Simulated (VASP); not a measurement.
Data:

```yaml
crystal:
  lattice:
    - [0.00000, 2.20055, 2.20055]
    - [2.20055, 0.00000, 2.20055]
    - [2.20055, 2.20055, 0.00000]
  atoms:
    - { symbol: Al, position: [0.00000, 0.00000, 0.00000] }
    - { symbol: N, position: [0.25000, 0.25000, 0.25000] }
```

The numbers are results of PBE GGA, VASP's PBE PAW potentials (set 64) (plane waves; VASP 6.6.1), not measurements. Numerical set-up: 520 eV cut-off, Gaussian smearing of 0.050 eV, potentials Al N.

Q: Give the energies of bands 2 to 5 at the high-symmetry points, in eV from the valence-band maximum.

A: 
```tsv
band	Γ	X	U	L	W
2	0.00	-4.83	-4.20	-5.76	-3.75
3	0.00	-1.75	-3.56	-0.48	-3.36
4	0.00	-1.75	-1.35	-0.48	-2.65
5	4.00	3.31	5.12	7.17	5.99
```

The gap is indirect, 3.31 eV, from the valence maximum at Γ to the conduction minimum at X.

Measured: gap 5.34 eV (computed value off by -2.03 eV), as given by Daiki Deguchi et al., Japanese Journal of Applied Physics (2016), arXiv:1512.06930.

The compound is AlN in the zinc blende structure, a metastable form; wurtzite is the usual one. It was relaxed first.
